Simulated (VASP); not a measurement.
Data:

```xyz
4
Lattice="1.6550 -5.2400 0.0000 1.6550 5.2400 0.0000 0.0000 0.0000 4.3800" Properties=species:S:1:pos:R:3 pbc="T T T"
P      1.6511     4.1904     4.0201
P      1.6508     1.0751     1.8010
P      1.6295    -1.0735     2.5628
P      1.6886    -4.1919     0.3761
```

The numbers are results of PBE GGA, VASP's PBE PAW potentials (set 64) (plane waves; VASP), not measurements. Settings: 300 eV cut-off, 5×5×4 Γ-centred mesh, Fermi-Dirac smearing of 0.020 eV, potentials P.

Q: Estimate the energy per atom (σ→0), pressure, largest force.

A: 
| Property | Value |
|---|---|
| energy per atom (σ→0) | -5.344 eV/atom |
| pressure | 31.5 kbar |
| largest force | 0.927 eV/Å |

The structure is a typed P crystal. The cell was not relaxed at this level, atoms are displaced from their ideal sites.
